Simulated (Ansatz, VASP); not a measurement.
**TiO2 (Rutile): VASP beside Ansatz**

One calculation is typed for both programs; each brings its own data sets. How far apart do they land? The cell is taken from a series of runs on this material, whose earlier steps may have relaxed, scaled, displaced or heated it; both programs get it as it stands.

Calculated with Ansatz 0.2.0; plane waves, with VASP 6.6.1 beside it; G0W0 gap at PBE.

## (1) Set-up

It takes space group P4_2/mnm (No. 136, tetragonal). The conventional cell has a = 4.684 Å, b = 4.684 Å, c = 3.017 Å, α = 90.00°, β = 90.00°, γ = 90.00°. Nearest to Ti lie 6 O at 1.98 to 2.03 Å. Nearest to O lie 3 Ti at 1.98 to 2.03 Å. Farther neighbours and most contacts between anions are not listed.

Structure file:

```cif
data_structure
_symmetry_space_group_name_H-M 'P 1'
_symmetry_Int_Tables_number 1
_cell_length_a 4.6840
_cell_length_b 4.6840
_cell_length_c 3.0165
_cell_angle_alpha 90.000
_cell_angle_beta 90.000
_cell_angle_gamma 90.000
_cell_volume 66.18
loop_
_atom_site_label
_atom_site_type_symbol
_atom_site_fract_x
_atom_site_fract_y
_atom_site_fract_z
_atom_site_occupancy
Ti1 Ti 0.00000 0.00000 0.00000 1
Ti2 Ti 0.50000 0.50000 0.50000 1
O3 O 0.30662 0.30662 0.00000 1
O4 O 0.19338 0.80662 0.50000 1
O5 O 0.69338 0.69338 0.00000 1
O6 O 0.80662 0.19338 0.50000 1
```

## (2) Ansatz: G0W0 gap, PBE

Ansatz runs on its PAW soft_1 files.

Quasiparticle shifts depend on high empty states and on the cores, so they are the hardest test of two PAW sets.

Input file input.yaml:

```yaml
crystal:
  lattice:
    - [4.684044, 0.0, 0.0]
    - [0.0, 4.684044, 0.0]
    - [0.0, 0.0, 3.016548]
  atoms:
    - { symbol: Ti, position: [0.0, 0.0, 0.0] }
    - { symbol: Ti, position: [0.5, 0.5, 0.5] }
    - { symbol: O, position: [0.3066210242, 0.3066210242, 0.0] }
    - { symbol: O, position: [0.1933789758, 0.8066210242, 0.5] }
    - { symbol: O, position: [0.6933789758, 0.6933789758, 0.0] }
    - { symbol: O, position: [0.8066210242, 0.1933789758, 0.5] }
kpoints:
  mp_grid: { grid: [4, 4, 6] }
hamiltonian:
  xc: pbe
  pseudopotentials: { kind: paw, azcp: { folder: soft_1 } }
scf:
  occupations: { method: fixed }
gw:
  n_empty_bands: 234
  ecut_chi: 140
  qp_bands: [v2, c2]
  qp_kpoints: band_edges
  screening: { model: contour_deformation }
```

The run is started by

```
> ansatz run input.yaml --threads 3 --pin off --max-ram 92160MiB --backend cuda --events-out ev --progress --plain --runs-dir out --devices 1 --max-vram 13GiB
```

Numbers of over 12 decimals in the logs are rounded to 6 here.

What it wrote:

```text
GPUs: using 1 of 1 available (devices: 1).
Engine: ansatz 0.2.0, x86_64-unknown-linux-gnu
Pseudopotentials: kind: paw
Pseudopotential: Ti, paw, valence charge 12, recommended cutoff 420 eV (normal), soft_1/Ti.paw.azcp
Pseudopotential: O, paw, valence charge 6, recommended cutoff 420 eV (normal), soft_1/O.paw.azcp
Functional definition: PBE
  parameter kappa = 0.804
  parameter beta = 0.066725
  exchange = pbe_x(kappa = kappa, mu = beta*pi^2/3)
  correlation = pbe_c(beta = beta)
device memory: the entry about to start is reckoned to put 0.9 GiB on a device that reports 60.9 GiB free (of which the cap on the GPU budget leaves the run 13.0 GiB)
GPU FFT provider: cuFFT
GPU libraries: cuBLAS 13.8.2, cuFFT 12.4.0, cuSOLVER 12.3.4
Crystal: 6 atoms, lattice volume = 66.184 Å³
Basis set: ecut = 420 eV, 1267 PW (Γ)
Bands: 30, of which v1, the nominal top of the filled ones, is band 24 counted from 1 (23 counted from 0)
Symmetry: 16 space group operations
Space group: P42/mnm (ITA 136), of the structure as read, at distance tolerance 4.0e-5 Å
k-points: 24 of 96
Non-local potential: Ti, projectors of the file, l = 0: 3, l = 1: 2, l = 2: 3, l = 3: 1
Non-local potential: O, projectors of the file, l = 0: 2, l = 1: 2, l = 2: 1
PAW form: soft (Blöchl's): semilocal exchange-correlation on the pseudo side does not see the compensation charge
PAW one-centre angular grid: Ti, 590 points (default); XC on 64 Gauss nodes
PAW one-centre angular grid: O, 110 points (default); XC on 64 Gauss nodes
Initial density: superposition of atomic densities (chi_scale 0.1, normalization cell, long waves kept (reshape's long-wave potential 0.00 eV rms))
Initial wavefunctions: pseudopotential atomic-orbital guess
GPU buffer pool allocated for 24576 grid points (all kernels)
GPU transforms: local potential and band sums: pruned to the plane-wave sphere, on 32×32×24
Functional: x = pbe(κ = 0.804, μ = 0.219515), c = pbe(β = 0.066725)
SCF iter   1: F=—  HF=-7277.346307 eV  |F-HF|=—  |Δ(HF+E_count)|=         —  Δρ=5.80e-2  dr2=2.20e0  ethr=3.10e-3  ⟨swp⟩=4.2  Hψ=2337  notcnv=0  defer=39
preconditioner: auto → Resta (q_TF=auto, 2.586 Å⁻¹)  ε∞=8.7  [insulator: Δε(μ)=2.017 eV  Ē_g=9.304 eV  n_scr=18 (ndim 8)  ℏωp=25.8 eV  f_vac=0.000  ε∞_Penn≈8.7]
SCF iter   2: F=—  HF=-7277.268035 eV  |F-HF|=—  |Δ(HF+E_count)|=   7.83e-2  Δρ=3.63e-2  dr2=6.83e-1  ethr=3.10e-3  ⟨swp⟩=2.2  Hψ=1320  notcnv=0  defer=5
SCF iter   3: F=—  HF=-7277.260153 eV  |F-HF|=—  |Δ(HF+E_count)|=   7.88e-3  Δρ=2.28e-2  dr2=3.68e-1  ethr=1.42e-3  ⟨swp⟩=2.0  Hψ=1117  notcnv=0  defer=25
SCF iter   4: F=—  HF=-7277.250015 eV  |F-HF|=—  |Δ(HF+E_count)|=   1.01e-2  Δρ=4.68e-3  dr2=1.33e-2  ethr=7.66e-4  ⟨swp⟩=2.8  Hψ=1345  notcnv=0  defer=45
SCF iter   5: F=—  HF=-7277.258509 eV  |F-HF|=—  |Δ(HF+E_count)|=   8.49e-3  Δρ=1.85e-3  dr2=2.77e-3  ethr=2.77e-5  ⟨swp⟩=2.0  Hψ=1020  notcnv=0  defer=94
SCF iter   6: F=—  HF=-7277.259847 eV  |F-HF|=—  |Δ(HF+E_count)|=   1.34e-3  Δρ=3.51e-4  dr2=6.45e-5  ethr=5.77e-6  ⟨swp⟩=2.0  Hψ=1054  notcnv=0  defer=94
SCF iter   7: F=—  HF=-7277.259925 eV  |F-HF|=—  |Δ(HF+E_count)|=   7.78e-5  Δρ=7.83e-5  dr2=4.20e-6  ethr=1.34e-7  ⟨swp⟩=2.0  Hψ=1084  notcnv=0
SCF iter   8: F=—  HF=-7277.259928 eV  |F-HF|=—  |Δ(HF+E_count)|=   3.24e-6  Δρ=2.28e-5  dr2=3.20e-7  ethr=8.75e-9  ⟨swp⟩=2.6  Hψ=1238  notcnv=0
SCF iter   9: F=-7277.259928 eV  HF=-7277.259928 eV  |F-HF|=1.05e-9  |Δ(HF+E_count)|=   6.08e-8  Δρ=3.54e-6  dr2=6.77e-9  ethr=2.08e-10  ⟨swp⟩=4.8  Hψ=2008  notcnv=0
SCF 1 converged in 9 iterations: F = -7277.259928 eV  dr2 = 6.77e-9
  greatest PAW one-centre occupation: 0.999 electrons in one spin orbital (limit 2), on the Ti atom at site 1 (counted from 0), in its partial waves of l = 0
device memory: the entry about to start is reckoned to put 0.9 GiB (of the 1.0 GiB reckoned in all, the device holds 0.1 GiB already) on a device that reports 56.6 GiB free (of which the cap on the GPU budget leaves the run 12.9 GiB)
NSCF: frozen V_eff on 24 k-points, pencils in batches of 32, up to order 120
the band table was solved once the SCF had ended and its energy, with any forces and stress, was formed, with the checks that follow a solve (2913 applications of the Hamiltonian). They found nothing against the state; the energy, forces and stress were not computed again (output.eigenvalues in the input reference)
device memory: the entry about to start is reckoned to put 4.1 GiB on a device that reports 56.7 GiB free (of which the cap on the GPU budget leaves the run 13.0 GiB)
NSCF: frozen V_eff on 24 k-points
G₀W₀ screening: q 1/24
[... further progress lines ...]
SCF converged after 9 iterations
Free energy (F): -7277.259928 eV
Harris-Foulkes:  -7277.259928 eV  (|F-HF|=1.05e-9)
Internal energy: -7277.259928 eV  (E = F + TS)
E sigma→0 (E₀):  -7277.259928 eV
Fermi energy:    8.194201 eV
--- Per-component energies (eV) ---
  E_band       = -432.887205
  E_kinetic    = 1224.687415
  E_local      = -3293.124807  (includes V_loc(G=0)·N_el)
[...]
k-point 1: bands = [... 20 lower, 6.5793, 7.3093, 7.3093, 8.0693, 10.3478, 10.4962, 10.5135, 10.8727, ... 2 higher]
  k-point 2: bands = [... 20 lower, 6.2972, 6.6919, 6.6919, 7.3583, 10.3944, 10.7517, 11.1284, 11.4210, ... 2 higher]
  k-point 23: bands = [... 20 lower, 7.0654, 7.0654, 7.5323, 7.5323, 10.6283, 10.6283, 11.1695, 11.1695, ... 2 higher]
--- G₀W₀: contour deformation, 7 samples at zero and on the imaginary axis and 1 off it, 96 q-points, 234 empty bands' worth ---
  eigenvalues of the whole cell's RPA ε∞ on this k-mesh (on a slab, of 1 + 4πα/V) = 7.2141, 7.2141, 8.9530; static W/v taken at q = 0 is 0.128157
  gw.qp_kpoints: band_edges: 20 of 24 stored k-points solved, in 1 pass; an edge of the gap read off the rows below is read off those points alone
    valence top: of the k-points left out ik 8 came nearest to being solved in a further pass, in band 24 (counted from 1, as in the quasiparticle table): it holds the edge there only if its correction is more favourable than any solved in that band by at least 0.682 eV; those differ by 0.126 eV
    conduction bottom: of the k-points left out ik 18 came nearest to being solved in a further pass, in band 26 (counted from 1, as in the quasiparticle table): it holds the edge there only if its correction is more favourable than any solved in that band by at least 0.492 eV; those differ by 0.177 eV
    ik  band        ε_KS         Σx   Σc(E_QP)       V_xc       Z   E_QP_lin       E_QP  E_QP is
     0    23      7.8034   -25.9492     4.4126   -21.3777  0.7061     7.6440     7.6445  root
     0    24      8.1942   -25.8957     4.5780   -21.1853  0.6933     8.0615     8.0619  root
     0    25     10.0084   -13.3500    -7.1649   -21.7079  0.7056    11.2398    11.2014  root
     0    26     10.3182   -13.2607    -6.9132   -21.2839  0.7065    11.4618    11.4282  root
     1    23      7.3093   -25.2322     4.0505   -21.0464  0.7040     7.1736     7.1740  root
     1    24      8.0693   -25.8694     4.7783   -20.9271  0.6918     7.9046     7.9053  root
     1    25     10.3478   -13.2652    -7.4487   -21.8497  0.6916    11.5231    11.4837  root
     1    26     10.4962   -13.7009    -7.1094   -21.9830  0.7020    11.7083    11.6689  root
     2    23      6.6919   -25.5169     4.9164   -20.3373  0.6845     6.4266     6.4287  root
     2    24      7.3583   -24.5568     4.6165   -19.7408  0.6844     7.1577     7.1588  root
     2    25     10.3944   -13.7910    -7.1343   -22.0237  0.6901    11.5289    11.4929  root
     2    26     10.7517   -13.7922    -7.6800   -22.7208  0.6926    12.0502    12.0003  root
     3    23      6.8285   -25.5085     4.8730   -20.3771  0.6857     6.5683     6.5702  root
     3    24      6.8285   -25.5085     4.8730   -20.3771  0.6857     6.5683     6.5702  root
     3    25     10.9527   -14.5138    -7.1285   -22.7197  0.6744    12.0725    12.0301  root
     3    26     10.9527   -14.5138    -7.1285   -22.7197  0.6744    12.0725    12.0301  root
     4    23      7.4534   -25.3913     4.4505   -20.7859  0.6940     7.2980     7.2985  root
     4    24      7.9849   -25.7406     4.6817   -20.8962  0.6921     7.8216     7.8222  root
     4    25     10.2785   -13.6581    -7.0560   -21.8688  0.7002    11.4716    11.4332  root
     4    26     10.6051   -13.4656    -6.9976   -21.5435  0.6956    11.7209    11.6854  root
     5    23      7.2292   -25.0398     4.3628   -20.5102  0.6918     7.0617     7.0624  root
     5    24      7.8666   -25.5882     4.6655   -20.7560  0.6910     7.6993     7.7000  root
     5    25     10.4634   -13.5479    -7.3154   -21.9997  0.6910    11.6394    11.5999  root
     5    26     10.7509   -14.3464    -7.0586   -22.5437  0.6875    11.9320    11.8896  root
[...]
21    23      6.8830   -25.8046     4.4194   -21.1585  0.7080     6.6551     6.6563  root
    21    24      6.8830   -25.8046     4.4194   -21.1585  0.7080     6.6551     6.6563  root
    21    25     10.4482   -13.8800    -7.1664   -22.2339  0.6982    11.6770    11.6356  root
    21    26     10.4482   -13.8800    -7.1664   -22.2339  0.6982    11.6770    11.6356  root
    23    23      7.5323   -25.9995     4.6419   -21.1501  0.6996     7.3238     7.3248  root
    23    24      7.5323   -25.9995     4.6419   -21.1501  0.6996     7.3238     7.3248  root
    23    25     10.6283   -13.8191    -7.0501   -21.9405  0.6866    11.7359    11.6997  root
    23    26     10.6283   -13.8191    -7.0501   -21.9405  0.6866    11.7359    11.6997  root
```

The column dr2 measures how far the density is from self-consistency, as an energy; F and HF (Harris–Foulkes) agree once it is small.

(Continued in part 2 of 2.)

[Lines on the potential files, build, host, timing and source positions are cut from VASP's logs without a mark.]

[Logs are printed without paths, hosts, clocks, repeated set-up lines and the standing remarks that a program may print on its own settings, such as how far it seeks lower states.]

[Hosts, paths, dates, database ids (printed as entryN), source tags and the programs' standing remarks are cut or masked in the printed files.]
